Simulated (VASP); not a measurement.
Consider the following.

```
CELL_PARAMETERS angstrom
      0.00000     1.84781     1.84781
      1.84781     0.00000     1.84781
      1.84781     1.84781     0.00000
ATOMIC_POSITIONS crystal
  Li 0.00000 0.00000 0.00000
  F  0.50000 0.50000 0.50000
```

These are LDA (Ceperley-Alder, Perdew-Zunger), VASP's LDA PAW potentials (set 64) (plane waves; VASP) values and carry that method's errors. Run with 620 eV cut-off, 12×12×12 Γ-centred mesh, Gaussian smearing of 0.050 eV, potentials Li_sv F.

Question: Estimate the energy per atom (σ→0), pressure.

Answer: 
- energy per atom (σ→0): -500.2 kJ/mol of atoms
- pressure: 201.0 kbar

The absolute energy has meaning only against runs of the same code, potentials and settings.

The compound is LiF in the rock salt structure. It was relaxed first under an external pressure of 20 GPa.
